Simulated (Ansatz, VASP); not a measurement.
# TaHPd: VASP beside Ansatz

```
Pd Ta H
1.0
     3.06305    0.00000    0.00000
     0.00000    3.06305    0.00000
     0.00000    0.00000    7.75457
Pd Ta H
2 2 2
Direct
  0.00000 0.50000 0.90000
  0.50000 0.00000 0.10000
  0.00000 0.50000 0.33500
  0.50000 0.00000 0.66500
  0.00000 0.50000 0.61700
  0.50000 0.00000 0.38300
```

The cell was built by a generator and needn't be a form met in nature.

Alike in both runs: task single point; functional r2SCAN; k mesh 6 × 6 × 3; no spin polarisation.

|  | VASP | Ansatz |
| --- | --- | --- |
| version | VASP 6.6.1 | Ansatz 0.2.0 |
| potentials or method | VASP PAW PBE potentials, release 64 (Pd, Ta_pv, H) | PAW plane waves |
| plane-wave cutoff (eV) | 520 | 500 |
| occupations | fermi-dirac, width 0.1 eV | fermi-dirac |
| valence electrons in the cell | 44 | 64 |

|  | VASP | Ansatz | Ansatz less VASP |
| --- | --- | --- | --- |
| gap on the k mesh at the Fermi level (eV) | none | none | - |
| pressure (GPa) | -9.9 | -10.5 | -0.67 |
| largest component of the traceless stress (GPa) | 2.78 | 2.79 | +0.019 |
| rms of the force components (eV/Å) | 0.542 | 0.539 | -0.0038 |

Atom by atom the forces differ by 0.006 eV/Å (rms over components). A gap of «none» marks a metal or a gap that the smearing closes. The two sets of potentials don't hold the same shells in valence.

Caveats: the PAW data sets were made with another functional, which shifts forces and pressure a little (VASP). Spin-orbit coupling is left out, which matters for the levels of Ta.
